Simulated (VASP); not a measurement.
# CdAg in VASP: reference runs

Aim: a first look at CdAg with PBE, on the cell as given.

All numbers are computed with VASP 6.6.1; they aren't measurements. Logs are shortened: lines on timing, memory, paths and dates and some standing lists are left out, and cuts for length are marked.

### Step 1. The sheet as given

The cell holds a sheet with vacuum, 2 atoms: a = 3.906 Å, b = 3.906 Å, c = 23.800 Å, α = 90.00°, β = 90.00°, γ = 90.00°.

The cell was built by a generator and needn't be a form met in nature.

### Step 2. Single point, PBE

Contents of INCAR:

```
SYSTEM = CdAg
PREC = Accurate ; ENCUT = 520
EDIFF = 1E-7 ; ISMEAR = -1
SIGMA = 0.05 ; LREAL = .False.
LASPH = .True. ; NELM = 80
ALGO = Normal ; ISIF = 2
LWAVE = .False. ; LCHARG = .False.
LDIPOL = .True. ; IDIPOL = 3
DIPOL = 0.5 0.5 0.294 ; GGA = PE
NBANDS = 18
```

Contents of KPOINTS:

```
Automatic mesh
0
Gamma
  7 7 1
  0 0 0
```

Contents of POSCAR:

```
CdAg
1.0
    3.9055300000      0.0000000000      0.0000000000
    0.0000000000      3.9055300000      0.0000000000
    0.0000000000      0.0000000000     23.8000000000
Cd Ag
1 1
Direct
    0.0000000000      0.0000000000      0.2941200000
    0.5000000000      0.5000000000      0.2941200000
```

Potentials or basis: VASP PAW PBE potentials, release 64 (Cd, Ag).

Started as:

```bash
$ cat potpaw_PBE.64/Cd/POTCAR potpaw_PBE.64/Ag/POTCAR > POTCAR
$ mpirun -np 1 vasp_std > vasp.out
```

OUTCAR:

```text
SYSTEM = CdAg
   PREC = Accurate
   ENCUT = 520
   EDIFF = 1E-7
   ISMEAR = -1
   LREAL = .False.
   LASPH = .True.
   NELM = 80
   ISIF = 2
   GGA = PE

 ion  position               nearest neighbor table
   1  0.000  0.000  0.294-   2 2.76   2 2.76   2 2.76   2 2.76
   2  0.500  0.500  0.294-   1 2.76   1 2.76   1 2.76   1 2.76

  LATTYP: Found a simple tetragonal cell.
 ALAT       =     3.9055300000
 C/A-ratio  =     6.0939232319

  Lattice vectors:

 A1 = (   3.9055300000,   0.0000000000,   0.0000000000)
 A2 = (   0.0000000000,   3.9055300000,   0.0000000000)
 A3 = (   0.0000000000,   0.0000000000,  23.8000000000)

Analysis of symmetry for initial positions (statically):
=====================================================================
 Subroutine PRICEL returns:
 Original cell was already a primitive cell.

 Routine SETGRP: Setting up the symmetry group for a
 simple tetragonal supercell.

 Subroutine GETGRP returns: Found 16 space group operations
 (whereof  8 operations were pure point group operations)
 out of a pool of 16 trial point group operations.

The static configuration has the point symmetry C_4v.
 The point group associated with its full space group is D_4h.

Analysis of symmetry for dynamics (positions and initial velocities):
=====================================================================
 Subroutine PRICEL returns:
 Original cell was already a primitive cell.

 Routine SETGRP: Setting up the symmetry group for a
 simple tetragonal supercell.

 Subroutine GETGRP returns: Found 16 space group operations
 (whereof  8 operations were pure point group operations)
 out of a pool of 16 trial point group operations.

The dynamic configuration has the point symmetry C_4v.
 The point group associated with its full space group is D_4h.

 Subroutine INISYM returns: Found 16 space group operations
 (whereof  8 operations are pure point group operations),
 and found     1 'primitive' translations

----------------------------------------------------------------------------------------

                                     Primitive cell

  volume of cell :     363.0253

  direct lattice vectors                    reciprocal lattice vectors
     3.905530000  0.000000000  0.000000000     0.256047195  0.000000000  0.000000000
     0.000000000  3.905530000  0.000000000     0.000000000  0.256047195  0.000000000
     0.000000000  0.000000000 23.800000000     0.000000000  0.000000000  0.042016807

  length of vectors
     3.905530000  3.905530000 23.800000000     0.256047195  0.256047195  0.042016807

  position of ions in fractional coordinates (direct lattice)
     0.000000000  0.000000000  0.294120000
     0.500000000  0.500000000  0.294120000

  ion indices of the primitive-cell ions
   primitive index   ion index
                 1           1
                 2           2

----------------------------------------------------------------------------------------

 KPOINTS: Automatic mesh

Automatic generation of k-mesh.
 Grid dimensions read from file:
 generate k-points for:    7    7    1

 Generating k-lattice:

  Cartesian coordinates                     Fractional coordinates (reciprocal lattice)
     0.036578171  0.000000000  0.000000000     0.142857143  0.000000000  0.000000000
     0.000000000  0.036578171  0.000000000     0.000000000  0.142857143  0.000000000
     0.000000000  0.000000000  0.042016807     0.000000000  0.000000000  1.000000000

  Length of vectors
     0.036578171  0.036578171  0.042016807

  Shift w.r.t. Gamma in fractional coordinates (k-lattice)
     0.000000000  0.000000000  0.000000000

 Subroutine IBZKPT returns following result:
 ===========================================

 Found     10 irreducible k-points:

 Following reciprocal coordinates:
            Coordinates               Weight
  0.000000  0.000000  0.000000      1.000000
  0.142857  0.000000  0.000000      4.000000
  0.285714  0.000000  0.000000      4.000000
  0.428571  0.000000  0.000000      4.000000
  0.142857  0.142857  0.000000      4.000000
  0.285714  0.142857  0.000000      8.000000
  0.428571  0.142857  0.000000      8.000000
  0.285714  0.285714  0.000000      4.000000
  0.428571  0.285714  0.000000      8.000000
  0.428571  0.428571  0.000000      4.000000
   k-points           NKPTS =     10   k-points in BZ     NKDIM =     10   number of bands    NBANDS=     18
   number of dos      NEDOS =    301   number of ions     NIONS =      2
   total plane-waves  NPLWV = 162000
   dimension x,y,z NGX =    30 NGY =   30 NGZ =  180
   dimension x,y,z NGXF=    60 NGYF=   60 NGZF=  360
   ions per type =               1   1
   NGX,Y,Z   is equivalent  to a cutoff of  12.77, 12.77, 12.57 a.u.
   NGXF,Y,Z  is equivalent  to a cutoff of  25.54, 25.54, 25.15 a.u.
 SYSTEM =  CdAg
   PREC   = accura    normal or accurate (medium, high low for compatibility)
   ISTART =      0    job   : 0-new  1-cont  2-samecut
   ICHARG =      2    charge: 1-file 2-atom 10-const
   ISPIN  =      1    spin polarized calculation?
   LNONCOLLINEAR =      F non collinear calculations
   LSORBIT =      F    spin-orbit coupling
   LASPH  =      T    aspherical Exc in radial PAW
   ENCUT  =  520.0 eV  38.22 Ry    6.18 a.u.   7.26  7.26 44.25*2*pi/ulx,y,z
   NELM   =     80;   NELMIN=  2; NELMDL= -5     # of ELM steps
   EDIFF  = 0.1E-06   stopping-criterion for ELM
   LREAL  =      F    real-space projection
   EDIFFG = 0.1E-05   stopping-criterion for IOM
   NSW    =      0    number of steps for IOM
   IBRION =     -1    ionic relax: 0-MD 1-quasi-New 2-CG
   NFREE  =      0    steps in history (QN), initial steepest desc. (CG)
   ISIF   =      2    stress and relaxation
   ISYM   =      2    0-nonsym 1-usesym 2-fastsym
   POTIM  = 0.5000    time-step for ionic-motion
   TEBEG  =    0.0;   TEEND  =   0.0 temperature during run
   PSTRESS=    0.0 pullay stress
   NELECT =      23.0000    total number of electrons
   NUPDOWN=      -1.0000    fix difference up-down
   EMIN   =  10.00;   EMAX   =-10.00  energy-range for DOS
   EFERMI =   0.00;   METHOD = LEGACY
   ISMEAR =    -1;   SIGMA  =   0.05  broadening in eV -4-tet -1-fermi 0-gaus
   EFERMI_NEDOS =   21; number of points for ismear=-14 and -15
   IALGO  =     38    algorithm
   IMIX   =      4    mixing-type and parameters
     AMIX     =   0.40;   BMIX     =  1.00
     AMIX_MAG =   1.60;   BMIX_MAG =  1.00
  volume/ion in A,a.u.               =     181.51      1224.91
  Fermi-wavevector in a.u.,A,eV,Ry     =   0.652637  1.233305  5.795201  0.425935
  Thomas-Fermi vector in A             =   1.722621
   LORBIT       =      0    0 simple, 1 ext, 2 COOP (PROOUT), +10 PAW based schemes
   GGA     = PE    functional components
   LHFCALC =     F    Hartree Fock is set to
   AEXX    =    0.0000 exact exchange contribution
   IVDW    =     0    specifies the selected vdW correction
   LEPSILON=     F    determine dielectric tensor
   LRPA    =     F    only Hartree local field effects (RPA)
 non-spin polarized calculation
  energy-cutoff  :      520.00
  volume of cell :      363.03
 maximum number of plane-waves:      9800
 NGX is ok and might be reduce to    30
   NGX = 15   NGY = 15   NGZ = 89

 dipolmoment           0.000000      0.000000      0.000001 electrons x Angstroem

 number of electron      23.0000016 magnetization

 dipolmoment           0.000000      0.000000     -0.000000 electrons x Angstroem

 Free energy of the ion-electron system (eV)
  ---------------------------------------------------
  ext. energy  EPLUGINS =         0.00000000
  ---------------------------------------------------
  free energy    TOTEN  =        -2.59209707 eV

  energy without entropy =       -2.58255531  energy(sigma->0) =       -2.58732619

 E-fermi :  -2.5752     XC(G=0):  -1.8916

 val. band max:       -2.6260546443   @ k =   0.4286   0.4286   0.0000
 cond. band min:      -2.4637350848   @ k =   0.2857   0.0000   0.0000
 fundamental gap:      0.1623195595
 Fermi energy:        -2.5751579493

 k-point     1 :       0.0000    0.0000    0.0000
  band No.  band energies     occupation
      1     -11.7281      2.00000
      2     -11.6449      2.00000
      3     -11.6307      2.00000
      4     -11.3420      2.00000
      5     -11.3420      2.00000
      6      -8.5943      2.00000
[... 10 lines left out ...]
     17       1.4871      0.00000
     18       2.0243      0.00000

 k-point     2 :       0.1429    0.0000    0.0000
  band No.  band energies     occupation
      1     -11.6824      2.00000
      2     -11.6063      2.00000
      3     -11.5701      2.00000
      4     -11.3526      2.00000
      5     -11.3354      2.00000
      6      -8.4212      2.00000
[... 10 lines left out ...]
     17       1.9178      0.00000
     18       2.2308      0.00000

 k-point     3 :       0.2857    0.0000    0.0000
  band No.  band energies     occupation
      1     -11.5720      2.00000
      2     -11.5367      2.00000
      3     -11.4157      2.00000
      4     -11.3763      2.00000
      5     -11.3204      2.00000
      6      -7.9585      2.00000
[... 10 lines left out ...]
     17       2.8263      0.00000
     18       3.0264      0.00000

 k-point     4 :       0.4286    0.0000    0.0000
  band No.  band energies     occupation
      1     -11.4838      2.00000
      2     -11.4744      2.00000
      3     -11.3952      2.00000
      4     -11.3083      2.00000
      5     -11.2873      2.00000
      6      -7.6204      2.00000
[... 10 lines left out ...]
     17       2.9595      0.00000
     18       3.7116      0.00000

 k-point     5 :       0.1429    0.1429    0.0000
  band No.  band energies     occupation
      1     -11.6791      2.00000
      2     -11.5406      2.00000
      3     -11.5241      2.00000
      4     -11.3590      2.00000
      5     -11.3382      2.00000
      6      -8.2356      2.00000
[... 10 lines left out ...]
     17       1.5611      0.00000
     18       2.4360      0.00000

 k-point     6 :       0.2857    0.1429    0.0000
  band No.  band energies     occupation
      1     -11.6227      2.00000
      2     -11.4677      2.00000
      3     -11.3914      2.00000
      4     -11.3821      2.00000
      5     -11.3359      2.00000
      6      -7.7748      2.00000
[... 10 lines left out ...]
     17       2.1599      0.00000
     18       2.9981      0.00000

 k-point     7 :       0.4286    0.1429    0.0000
  band No.  band energies     occupation
      1     -11.5374      2.00000
      2     -11.4503      2.00000
      3     -11.4021      2.00000
      4     -11.3323      2.00000
      5     -11.2795      2.00000
      6      -7.6428      2.00000
[... 10 lines left out ...]
     17       3.0850      0.00000
     18       3.1580      0.00000

 k-point     8 :       0.2857    0.2857    0.0000
  band No.  band energies     occupation
      1     -11.6516      2.00000
      2     -11.4110      2.00000
      3     -11.3983      2.00000
      4     -11.3668      2.00000
      5     -11.3230      2.00000
      6      -7.7300      2.00000
[... 10 lines left out ...]
     17       2.7567      0.00000
     18       2.9863      0.00000

 k-point     9 :       0.4286    0.2857    0.0000
  band No.  band energies     occupation
      1     -11.6404      2.00000
      2     -11.4321      2.00000
      3     -11.4177      2.00000
      4     -11.3848      2.00000
      5     -11.2349      2.00000
      6      -7.8997      2.00000
[... 10 lines left out ...]
     17       3.1356      0.00000
     18       3.6764      0.00000

 k-point    10 :       0.4286    0.4286    0.0000
  band No.  band energies     occupation
      1     -11.7130      2.00000
      2     -11.4445      2.00000
      3     -11.4309      2.00000
      4     -11.4248      2.00000
      5     -11.1748      2.00000
      6      -8.0463      2.00000
[... 10 lines left out ...]
     17       4.1158      0.00000
     18       4.1738      0.00000

------------------------ aborting loop because EDIFF is reached ----------------------------------------

 vacuum level on the upper side and lower side of the slab       (xc-potential included)        -0.014        -0.014

  FORCE on cell =-STRESS in cart. coord.  units (eV):
  Direction    XX          YY          ZZ          XY          YZ          ZX
  --------------------------------------------------------------------------------------
  -------------------------------------------------------------------------------------
  Total       -0.2239210     -0.2239210     -0.0105469      0.0000000     -0.0000000      0.0000000
  in kB       -0.9882540     -0.9882540     -0.0465479      0.0000000     -0.0000000      0.0000000
  external PRESSURE =      -0.6743520 kB  Pullay stress =       0.0000000 kB

 VOLUME and BASIS-vectors are now :
 -----------------------------------------------------------------------------
  energy-cutoff  :      520.00
  volume of cell :      363.03
      direct lattice vectors                 reciprocal lattice vectors
     3.905530000  0.000000000  0.000000000     0.256047195  0.000000000  0.000000000
     0.000000000  3.905530000  0.000000000     0.000000000  0.256047195  0.000000000
     0.000000000  0.000000000 23.800000000     0.000000000  0.000000000  0.042016807

 POSITION                                       TOTAL-FORCE (eV/Angst)
 -----------------------------------------------------------------------------------
      0.00000      0.00000      7.00006         0.000000      0.000000      0.000000
      1.95277      1.95277      7.00006         0.000000      0.000000     -0.000000
 -----------------------------------------------------------------------------------
    total drift:                                0.000000      0.000000     -0.000107

  FREE ENERGIE OF THE ION-ELECTRON SYSTEM (eV)
  ---------------------------------------------------
  free  energy   TOTEN  =        -2.5920970725 eV

  energy  without entropy=       -2.5825553066  energy(sigma->0) =       -2.58732619

 vacuum level on the upper side and lower side of the slab         0.960         0.961
```

Run time: 2.4 min. Hardware: 1 thread of Intel Xeon Platinum 8488C (Sapphire Rapids), shared host; peak memory 0.43 GiB.

What came out:

- Free energy: -2.5921 eV
- Band gap on the k mesh: none (metal or under the smearing width)

Levels at points of the mesh, in eV from the Fermi level:
```
           k point  band 8  band 9  band 10  band 11  band 12  band 13  band 14  band 15
(0.00, 0.00, 0.00)   -4.32   -4.32    -4.04    -4.02    -0.15     3.14     3.61     3.74
```
